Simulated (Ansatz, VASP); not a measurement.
## Ge2H in two plane-wave programs

One calculation is typed for both programs; each brings its own data sets. How far apart do they land? The structure shown is frame 67 of Ansatz's trajectory.

Main program and level: Ansatz 0.2.0; plane waves, with VASP 6.6.1 beside it; single point at RPBE.

**1. The starting structure**

The cell holds 54 atoms: 36 Ge and 18 H. Cell: a = 12.002 Å, b = 12.002 Å, c = 19.143 Å, α = 90.0°, β = 90.0°, γ = 120.0°. It derives from Ge (diamond-structure). As first built, before any earlier steps moved the atoms (in the runner's words): diamond-structure Ge (a = 5.658 A), (111) slab of 4 atomic planes, 3 x 3 surface cells, H on the broken bonds of both faces; displaced by a Gaussian of 0.02 A. Vacuum lies along c.

**2. Ansatz: dynamics, RPBE**

Ansatz runs on its default PAW (the set named soft_2) files.

One frame of this run of dynamics is then solved in both programs, so the motion causes no difference.

input.yaml reads:

```yaml
crystal:
  lattice:
    - [12.00243, 0.0, 0.0]
    - [-6.00122, 10.39441, 0.0]
    - [0.0, 0.0, 19.14331]
  atoms:
    - { symbol: Ge, position: [0.44325, 0.88723, 0.43388] }
    - { symbol: Ge, position: [0.66923, 0.00218, 0.39427] }
    - { symbol: Ge, position: [0.22026, 0.77599, 0.6078] }
    - { symbol: Ge, position: [0.44486, 0.8872, 0.56407] }
    - { symbol: Ge, position: [0.44252, 0.55399, 0.43738] }
    - { symbol: Ge, position: [0.66879, 0.66799, 0.39368] }
    - { symbol: Ge, position: [0.22236, 0.44213, 0.60683] }
    - { symbol: Ge, position: [0.44515, 0.55858, 0.56362] }
    - { symbol: Ge, position: [0.77637, 0.88969, 0.43769] }
    - { symbol: Ge, position: [0.99946, 0.99852, 0.39211] }
    - { symbol: Ge, position: [0.55724, 0.77555, 0.60503] }
    - { symbol: Ge, position: [0.77914, 0.88876, 0.56559] }
    - { symbol: Ge, position: [0.44317, 0.22092, 0.43635] }
    - { symbol: Ge, position: [0.66673, 0.33261, 0.39393] }
    - { symbol: Ge, position: [0.22222, 0.11146, 0.60653] }
    - { symbol: Ge, position: [0.44593, 0.22183, 0.56492] }
    - { symbol: Ge, position: [0.77595, 0.55572, 0.43628] }
    - { symbol: Ge, position: [0.9965, 0.6642, 0.39369] }
    - { symbol: Ge, position: [0.5592, 0.44863, 0.60625] }
    - { symbol: Ge, position: [0.77905, 0.55717, 0.56412] }
    - { symbol: Ge, position: [0.11235, 0.89035, 0.43746] }
    - { symbol: Ge, position: [0.33041, 0.99725, 0.39207] }
    - { symbol: Ge, position: [0.88938, 0.77815, 0.60667] }
    - { symbol: Ge, position: [0.10949, 0.88777, 0.56304] }
    - { symbol: Ge, position: [0.77789, 0.22247, 0.43625] }
    - { symbol: Ge, position: [0.00012, 0.33574, 0.39323] }
    - { symbol: Ge, position: [0.5559, 0.10943, 0.60687] }
    - { symbol: Ge, position: [0.78023, 0.2204, 0.56325] }
    - { symbol: Ge, position: [0.1118, 0.55712, 0.43453] }
    - { symbol: Ge, position: [0.3357, 0.66971, 0.39309] }
    - { symbol: Ge, position: [0.89111, 0.44474, 0.6071] }
    - { symbol: Ge, position: [0.11054, 0.55309, 0.56264] }
    - { symbol: Ge, position: [0.10915, 0.22341, 0.43774] }
    - { symbol: Ge, position: [0.33364, 0.33311, 0.39242] }
    - { symbol: Ge, position: [0.88965, 0.11199, 0.6082] }
    - { symbol: Ge, position: [0.10919, 0.22102, 0.56434] }
    - { symbol: H, position: [0.66653, 0.00039, 0.31335] }
    - { symbol: H, position: [0.22437, 0.77925, 0.68647] }
    - { symbol: H, position: [0.66485, 0.66459, 0.31294] }
    - { symbol: H, position: [0.22301, 0.44666, 0.68728] }
    - { symbol: H, position: [0.99864, 0.00081, 0.31438] }
    - { symbol: H, position: [0.5554, 0.77759, 0.6867] }
    - { symbol: H, position: [0.66484, 0.33075, 0.31295] }
    - { symbol: H, position: [0.2195, 0.10822, 0.68576] }
    - { symbol: H, position: [0.99559, 0.66439, 0.31298] }
    - { symbol: H, position: [0.55742, 0.44562, 0.68737] }
    - { symbol: H, position: [0.33612, 0.00359, 0.31239] }
    - { symbol: H, position: [0.88933, 0.77917, 0.68707] }
    - { symbol: H, position: [0.00159, 0.33277, 0.3163] }
    - { symbol: H, position: [0.55833, 0.11202, 0.68641] }
    - { symbol: H, position: [0.33285, 0.66752, 0.31382] }
    - { symbol: H, position: [0.88867, 0.44346, 0.68692] }
    - { symbol: H, position: [0.33418, 0.3363, 0.31316] }
    - { symbol: H, position: [0.88807, 0.11216, 0.68659] }
kpoints:
  mp_grid: { grid: [1, 1, 1] }
hamiltonian:
  xc: rpbe
scf:
  occupations: { method: fixed }
output:
  forces: true
md:
  timestep: 0.5
  n_steps: 202
  ensemble: nve
  temperature: 400
  initial_velocities: maxwell_boltzmann
  seed: 5543
```

Started as:

```bash
ansatz run input.yaml --threads 4 --pin off --max-ram 8192MiB --backend cpu --events-out ev --progress --plain --runs-dir out
```

Numbers of over 12 decimals in the logs are rounded to 6 here.

Log:

```text
Warning: md: disabling space-group detection — thermal motion breaks the input geometry's symmetry, so no spatial operation reduces the k-mesh or symmetrises the density; time reversal is kept, so that k and −k are solved as one point where they differ and the mesh holds both, and exact exchange and, on two spinor components, a DFT+U term hold to it where the run has them: on two components no moment then forms, and  [...]
Engine: ansatz 0.2.0, aarch64-unknown-linux-gnu
Pseudopotentials: kind: paw
Pseudopotential: Ge, paw, valence charge 14, recommended cutoff 420 eV (normal), Ge.paw.azcp
Pseudopotential: H, paw, valence charge 1, recommended cutoff 420 eV (normal), H.paw.azcp
Functional definition: RPBE
  parameter kappa = 0.804
  parameter beta = 0.066725
  exchange = rpbe_x(kappa = kappa, mu = beta*pi^2/3)
  correlation = pbe_c(beta = beta)
Crystal: 54 atoms, lattice volume = 2388.284 Å³
Basis set: ecut = 420 eV, 46521 PW (Γ), exchange–correlation on 162×162×256 points (8 copies of the dense FFT grid, shifted against one another)
Bands: 315, of which v1, the nominal top of the filled ones, is band 261 counted from 1 (260 counted from 0)
Symmetry: 1 space group operations
k-points: 1
Non-local potential: Ge, projectors of the file, l = 0: 2, l = 1: 2, l = 2: 3, l = 3: 1
Non-local potential: H, projectors of the file, l = 0: 2, l = 1: 1
PAW form: soft (Blöchl's): semilocal exchange-correlation on the pseudo side does not see the compensation charge
PAW frozen core: Ge, regenerated for the run's functional, and the local potential with it (the file was generated under x = pbe(κ = 0.804, μ = 0.219515), c = pbe(β = 0.066725))
PAW one-centre angular grid: Ge, 590 points (default); XC on 64 Gauss nodes
PAW one-centre angular grid: H, 110 points (default); XC on 64 Gauss nodes
Initial density: superposition of atomic densities (neutral atoms: chi_scale 0, normalization atom), corrected by the library's trained network
Initial wavefunctions: pseudopotential atomic-orbital guess
Functional: x = rpbe, c = pbe(β = 0.066725)
SCF iter   1: F=—  HF=-155102.345300 eV  |F-HF|=—  |Δ(HF+E_count)|=         —  Δρ=3.72e-3  dr2=2.39e-1  ethr=1.77e-3  ⟨swp⟩=5.0  Hψ=924  notcnv=0  defer=52
preconditioner: auto → Resta (q_TF=auto, 2.117 Å⁻¹)  ε∞=1.6  [insulator: Δε(μ)=0.870 eV  Ē_g=21.771 eV  n_scr=378 (ndim 8)  ℏωp=17.4 eV  f_vac=0.588  ε∞_Penn≈1.6  vacuum switching on, ρ_ref=3.4e-2 e/Å³]
SCF iter   2: F=—  HF=-155102.298356 eV  |F-HF|=—  |Δ(HF+E_count)|=   4.69e-2  Δρ=1.65e-3  dr2=5.31e-2  ethr=4.58e-5  ⟨swp⟩=2.0  Hψ=611  notcnv=0  defer=52
SCF iter   3: F=—  HF=-155102.307731 eV  |F-HF|=—  |Δ(HF+E_count)|=   9.38e-3  Δρ=6.60e-4  dr2=1.23e-2  ethr=1.02e-5  ⟨swp⟩=3.0  Hψ=533  notcnv=0  defer=52
SCF iter   4: F=—  HF=-155102.306593 eV  |F-HF|=—  |Δ(HF+E_count)|=   1.14e-3  Δρ=1.72e-4  dr2=2.01e-3  ethr=2.35e-6  ⟨swp⟩=2.0  Hψ=516  notcnv=0  defer=52
SCF iter   5: F=—  HF=-155102.306560 eV  |F-HF|=—  |Δ(HF+E_count)|=   3.29e-5  Δρ=8.27e-5  dr2=5.44e-4  ethr=3.86e-7  ⟨swp⟩=3.0  Hψ=530  notcnv=0  defer=52
SCF iter   6: F=—  HF=-155102.306710 eV  |F-HF|=—  |Δ(HF+E_count)|=   1.50e-4  Δρ=4.40e-5  dr2=2.17e-4  ethr=1.04e-7  ⟨swp⟩=2.0  Hψ=350  notcnv=0  defer=51
SCF iter   7: F=—  HF=-155102.306725 eV  |F-HF|=—  |Δ(HF+E_count)|=   1.54e-5  Δρ=1.96e-5  dr2=9.81e-6  ethr=4.15e-8  ⟨swp⟩=2.0  Hψ=324  notcnv=0  defer=46
SCF iter   8: F=—  HF=-155102.306604 eV  |F-HF|=—  |Δ(HF+E_count)|=   1.21e-4  Δρ=5.16e-6  dr2=1.74e-6  ethr=1.88e-9  ⟨swp⟩=2.0  Hψ=576  notcnv=0  defer=46
SCF iter   9: F=—  HF=-155102.306605 eV  |F-HF|=—  |Δ(HF+E_count)|=   6.68e-7  Δρ=2.36e-6  dr2=3.24e-7  ethr=3.33e-10  ⟨swp⟩=3.0  Hψ=610  notcnv=0  defer=46
SCF iter  10: F=-155102.306605 eV  HF=-155102.306605 eV  |F-HF|=1.54e-8  |Δ(HF+E_count)|=   2.03e-8  Δρ=7.08e-7  dr2=1.61e-8  ethr=1.03e-11  ⟨swp⟩=3.0  Hψ=939  notcnv=0
SCF 1 converged in 10 iterations: F = -155102.306605 eV  dr2 = 1.61e-8
  greatest PAW one-centre occupation: 0.998 electrons in one spin orbital (limit 2), on the Ge atom at site 25 (counted from 0), in its partial waves of l = 2
md step     0: t =     0.00 fs  T =   400.0 K  F+E_penalty+E_count = -155102.30660485 eV  E_kin = 2.740312 eV  conserved = -155099.56629287 eV  (10 SCF iters)
[...]
md step   179: t =    89.50 fs  T =   190.9 K  F+E_penalty+E_count = -155100.87303148 eV  E_kin = 1.307641 eV  conserved = -155099.56539047 eV  (2 SCF iters)
md step   180: t =    90.00 fs  T =   187.4 K  F+E_penalty+E_count = -155100.84900141 eV  E_kin = 1.283760 eV  conserved = -155099.56524171 eV  (8 SCF iters)
md step   181: t =    90.50 fs  T =   184.5 K  F+E_penalty+E_count = -155100.82884478 eV  E_kin = 1.263726 eV  conserved = -155099.56511888 eV  (4 SCF iters)
md step   182: t =    91.00 fs  T =   182.4 K  F+E_penalty+E_count = -155100.81431415 eV  E_kin = 1.249274 eV  conserved = -155099.56504022 eV  (4 SCF iters)
md step   183: t =    91.50 fs  T =   181.2 K  F+E_penalty+E_count = -155100.80646215 eV  E_kin = 1.241449 eV  conserved = -155099.56501267 eV  (3 SCF iters)
md step   184: t =    92.00 fs  T =   181.1 K  F+E_penalty+E_count = -155100.80555616 eV  E_kin = 1.240526 eV  conserved = -155099.56503015 eV  (3 SCF iters)
md step   185: t =    92.50 fs  T =   181.9 K  F+E_penalty+E_count = -155100.81116157 eV  E_kin = 1.246079 eV  conserved = -155099.56508240 eV  (3 SCF iters)
md step   186: t =    93.00 fs  T =   183.5 K  F+E_penalty+E_count = -155100.82228959 eV  E_kin = 1.257127 eV  conserved = -155099.56516263 eV  (4 SCF iters)
md step   187: t =    93.50 fs  T =   185.7 K  F+E_penalty+E_count = -155100.83751304 eV  E_kin = 1.272245 eV  conserved = -155099.56526832 eV  (3 SCF iters)
md step   188: t =    94.00 fs  T =   188.2 K  F+E_penalty+E_count = -155100.85501835 eV  E_kin = 1.289619 eV  conserved = -155099.56539929 eV  (3 SCF iters)
md step   189: t =    94.50 fs  T =   190.8 K  F+E_penalty+E_count = -155100.87263179 eV  E_kin = 1.307078 eV  conserved = -155099.56555352 eV  (3 SCF iters)
md step   190: t =    95.00 fs  T =   193.0 K  F+E_penalty+E_count = -155100.88789040 eV  E_kin = 1.322168 eV  conserved = -155099.56572218 eV  (8 SCF iters)
md step   191: t =    95.50 fs  T =   194.5 K  F+E_penalty+E_count = -155100.89822421 eV  E_kin = 1.332341 eV  conserved = -155099.56588317 eV  (4 SCF iters)
md step   192: t =    96.00 fs  T =   194.9 K  F+E_penalty+E_count = -155100.90127959 eV  E_kin = 1.335274 eV  conserved = -155099.56600597 eV  (4 SCF iters)
md step   193: t =    96.50 fs  T =   194.0 K  F+E_penalty+E_count = -155100.89536423 eV  E_kin = 1.329305 eV  conserved = -155099.56605967 eV  (3 SCF iters)
md step   194: t =    97.00 fs  T =   191.8 K  F+E_penalty+E_count = -155100.87993908 eV  E_kin = 1.313923 eV  conserved = -155099.56601595 eV  (3 SCF iters)
md step   195: t =    97.50 fs  T =   188.3 K  F+E_penalty+E_count = -155100.85602899 eV  E_kin = 1.290168 eV  conserved = -155099.56586077 eV  (3 SCF iters)
md step   196: t =    98.00 fs  T =   184.0 K  F+E_penalty+E_count = -155100.82638877 eV  E_kin = 1.260782 eV  conserved = -155099.56560674 eV  (3 SCF iters)
md step   197: t =    98.50 fs  T =   179.5 K  F+E_penalty+E_count = -155100.79527053 eV  E_kin = 1.229971 eV  conserved = -155099.56529980 eV  (3 SCF iters)
md step   198: t =    99.00 fs  T =   175.6 K  F+E_penalty+E_count = -155100.76771421 eV  E_kin = 1.202703 eV  conserved = -155099.56501123 eV  (4 SCF iters)
md step   199: t =    99.50 fs  T =   172.8 K  F+E_penalty+E_count = -155100.74844085 eV  E_kin = 1.183621 eV  conserved = -155099.56481939 eV  (3 SCF iters)
md step   200: t =   100.00 fs  T =   171.6 K  F+E_penalty+E_count = -155100.74063297 eV  E_kin = 1.175844 eV  conserved = -155099.56478874 eV  (7 SCF iters)
md step   201: t =   100.50 fs  T =   172.3 K  F+E_penalty+E_count = -155100.74502421 eV  E_kin = 1.180094 eV  conserved = -155099.56493065 eV  (4 SCF iters)
[...]
md step   202: t =   101.00 fs  T =   174.4 K  F+E_penalty+E_count = -155100.75968084 eV  E_kin = 1.194479 eV  conserved = -155099.56520135 eV  (8 SCF iters)
SCF converged after 8 iterations
Free energy (F): -155100.759681 eV
Harris-Foulkes:  -155100.759681 eV  (|F-HF|=4.92e-9)
Internal energy: -155100.759681 eV  (E = F + TS)
E sigma→0 (E₀):  -155100.759681 eV
Fermi energy:    0.341115 eV
--- Per-component energies (eV) ---
  E_band       = -9469.396179
  E_kinetic    = 4254.678523
  E_local      = -370069.150414  (includes V_loc(G=0)·N_el)
  E_nonlocal   = 15111.921758
  E_hartree    = 177519.848951
  E_xc         = -2875.977992
  E_vxc        = -2515.302445  (∫ρ·V_xc dr)
  E_paw        = -72958.652196  (= ΣΔE_a)
  E_vpaw       = -11291.226084  (= ΣTr[D̂ρ^β])
  E_aug_tail   = -0.011032  (compensation charges beyond the density's cutoff)
  E_ewald      = 93923.131355
  E_core_change = -6.548633  (= ΣΔE_core)
  E_smearing   = -0.000000  (= −TS)
  E_closure    = 0.000000  (closes the sum)
  Σ components = -155100.759681   (vs F -155100.759681, Δ=0.00e0)
--- Forces (eV/Å), atoms counted from 1 ---
  atom   1  Ge     0.04267039    -0.19088899    -1.61676298
  atom   2  Ge    -0.71000247    -0.58191374     0.29458509
  atom   3  Ge    -0.10084858     0.66684336    -2.10304969
  atom   4  Ge    -0.21202871    -0.65710259     1.39483079
  atom   5  Ge     0.63534113     1.00047145    -0.06862832
  atom   6  Ge    -0.49407826    -0.14690558     0.55060384
  atom   7  Ge     0.90511440    -0.65168615    -0.37720755
  atom   8  Ge     0.32129598    -0.30626046     0.26723989
  atom   9  Ge     0.36679838    -0.49023940    -0.04037733
  atom  10  Ge    -0.09251778     0.24652667     1.60242047
  atom  11  Ge     0.32961365     0.68174345     0.48537457
  atom  12  Ge    -1.50921820     0.94104673     0.32694616
  atom  13  Ge     1.53640339    -0.68501967    -1.00134400
  atom  14  Ge    -0.53210306     0.14275949     1.81690309
  atom  15  Ge    -0.76538355    -0.17521634    -1.03547712
  atom  16  Ge     0.14775900    -0.19954478     0.47204900
  atom  17  Ge    -0.54567644    -0.30562945    -0.06046356
  atom  18  Ge     0.17593151     0.20575741     0.53853037
  atom  19  Ge    -0.12028738     0.55404668    -0.43579914
  atom  20  Ge     0.37225599     0.29602418     0.29871001
  atom  21  Ge     0.10947160    -0.43818100    -0.33697956
  atom  22  Ge     0.46646908     0.59004849     0.92747922
  atom  23  Ge     0.77187408    -0.38180610    -0.33989612
  atom  24  Ge     0.47666140    -0.23079739     0.81712011
[...]
atom  47  H     -0.00453383    -0.08566096    -0.36708418
  atom  48  H     -0.01062064     0.02151175     0.32646529
  atom  49  H      0.07731866    -0.21484712    -0.41257047
  atom  50  H      0.04356137     0.17140981     0.44051743
  atom  51  H     -0.01365510     0.02945394    -0.51911006
  atom  52  H     -0.06995322    -0.02308254     0.38504251
  atom  53  H     -0.04842571    -0.07064229    -0.47167761
  atom  54  H      0.15439058     0.00377024     0.68839511
  max |Σ_I F_I| component: 5.51e-5 eV/Å
--- MD trajectory: 202 steps, t = 0.0 → 101.0 fs ---
  final state: T = 174.4 K   F+E_penalty+E_count = -155100.75968084 eV   E_kin = 1.194479 eV
  conserved energy: peak-to-peak 1.511e-3 eV (2.798e-5 eV/atom) over 101.0 fs
```

(Continued in part 2 of 2.)

[Lines on the potential files, build, host, timing and source positions are cut from VASP's logs without a mark.]

[Logs are printed without paths, hosts, clocks, repeated set-up lines and the standing remarks that a program may print on its own settings, such as how far it seeks lower states.]

[Hosts, paths, dates, database ids (printed as entryN), source tags and the programs' standing remarks are cut or masked in the printed files.]
